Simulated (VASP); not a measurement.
These are r2SCAN+rVV10, VASP's PBE PAW potentials (set 64) (plane waves; VASP) values and carry that method's errors.

VASP input:

**KPOINTS**
```
Automatic mesh
0
Gamma
7 7 4
0 0 0
```

**INCAR**
```
SYSTEM = La2O3
PREC = Accurate
ENCUT = 520
EDIFF = 1E-7
NELM = 100
ALGO = Normal
LREAL = .FALSE.
LASPH = .TRUE.
ISMEAR = -5
METAGGA = R2SCAN
LUSE_VDW = .TRUE.
BPARAM = 11.95
CPARAM = 0.0093
LMIXTAU = .TRUE.
LMAXMIX = 6
LWAVE = .FALSE.
LCHARG = .FALSE.
LORBIT = 11
NEDOS = 601
ISIF = 2
LEFG = .TRUE.
```

KPOINTS_OPT:
```
k-points along high-symmetry lines
6
Line-mode
Reciprocal
  0.000000   0.000000   0.000000 ! GAMMA
  0.500000   0.000000   0.000000 ! M

  0.500000   0.000000   0.000000 ! M
  0.333333   0.333333   0.000000 ! K

  0.333333   0.333333   0.000000 ! K
  0.000000   0.000000   0.000000 ! GAMMA

  0.000000   0.000000   0.000000 ! GAMMA
  0.000000   0.000000   0.500000 ! A

  0.000000   0.000000   0.500000 ! A
  0.500000   0.000000   0.500000 ! L

  0.500000   0.000000   0.500000 ! L
  0.333333   0.333333   0.500000 ! H

  0.333333   0.333333   0.500000 ! H
  0.000000   0.000000   0.500000 ! A

  0.500000   0.000000   0.500000 ! L
  0.500000   0.000000   0.000000 ! M

  0.333333   0.333333   0.500000 ! H
  0.333333   0.333333   0.000000 ! K
```

POSCAR:
```
La2O3
1
    1.9627180058    -3.3995272171     0.0000000000
    1.9627180058     3.3995272171    -0.0000000000
    0.0000000000    -0.0000000000     6.0841208975
La O
2 3
Direct
  0.3333330000   0.6666670000   0.2453725686
  0.6666670000   0.3333330000   0.7546274314
  0.0000000000   0.0000000000   0.0000000000
  0.3333330000   0.6666670000   0.6462082959
  0.6666670000   0.3333330000   0.3537917041
```

POTCAR, in this order: La O (PBE.64 set). Program: vasp_std.

Task: Estimate the energy per atom (σ→0), band gap (over mesh and band path).

Result: 
```
Item                                         Result
----------------------------------  ---------------
energy per atom (σ→0)               -19.031 eV/atom
band gap (over mesh and band path)          4.20 eV
```

OSZICAR:
```
...
DAV:  20    -0.951547192185E+02   -0.59516E-05   -0.11479E-05  2008   0.360E-02    0.131E-03
DAV:  21    -0.951547209955E+02   -0.17769E-05   -0.10296E-06  2352   0.110E-02    0.614E-04
DAV:  22    -0.951547214218E+02   -0.42630E-06   -0.16418E-07  1304   0.463E-03    0.774E-04
DAV:  23    -0.951547221519E+02   -0.73011E-06   -0.18901E-07  1232   0.692E-03    0.508E-04
DAV:  24    -0.951547220802E+02    0.71662E-07   -0.55561E-08  1088   0.628E-03
   1 F= -.95154722E+02 E0= -.95154722E+02  d E =0.000000E+00
       N       E                     dE             ncg
       N       E                     dE             ncg
```

The compound is La2O3 in the a-type structure. It was relaxed first.
